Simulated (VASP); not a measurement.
Consider the following.

```yaml
crystal:
  lattice:
    - [2.22317, 1.28355, 7.24499]
    - [-2.22317, 1.28355, 7.24499]
    - [0.00000, -2.56710, 7.24499]
  atoms:
    - { symbol: Cd, position: [0.00504, 0.00504, 0.00504] }
    - { symbol: Cd, position: [0.49500, 0.49500, 0.49500] }
    - { symbol: Te, position: [0.62401, 0.62401, 0.62401] }
    - { symbol: Se, position: [0.12595, 0.12595, 0.12595] }
```

All values below come from PBEsol GGA, VASP's PBE PAW potentials (set 64) (plane waves; VASP). Run with 400 eV cut-off, Gaussian smearing of 0.050 eV, potentials Cd Te Se.

Unless said otherwise, spin-orbit coupling is left out, though it shifts the bands of the heavy elements here.

**Question.** Give the energies of bands 13 to 21 at the high-symmetry points, in eV from the valence-band maximum.

**Answer.** 
| band | Γ | T | H2 | L | S0 | F |
|---|---|---|---|---|---|---|
| 13 | -4.67 | -3.01 | -4.43 | -4.35 | -4.42 | -4.69 |
| 14 | -1.17 | -2.94 | -4.30 | -4.17 | -4.28 | -4.44 |
| 15 | -1.17 | -1.06 | -2.85 | -2.41 | -2.94 | -2.19 |
| 16 | -0.28 | -1.06 | -2.50 | -2.18 | -2.46 | -2.11 |
| 17 | 0.00 | -0.19 | -1.78 | -1.93 | -1.82 | -0.96 |
| 18 | 0.00 | -0.19 | -1.47 | -1.23 | -1.48 | -0.87 |
| 19 | 0.17 | 1.40 | 3.12 | 2.81 | 3.07 | 1.72 |
| 20 | 2.05 | 2.37 | 3.34 | 3.20 | 3.63 | 2.57 |
| 21 | 4.95 | 4.84 | 4.41 | 4.28 | 4.40 | 2.87 |

The gap is direct, 0.17 eV, from the valence maximum at Γ to the conduction minimum at Γ.

The structure comes from a computed database's Cd2TeSe entry (R3m); how it stands against other phases isn't given here. It was relaxed first.
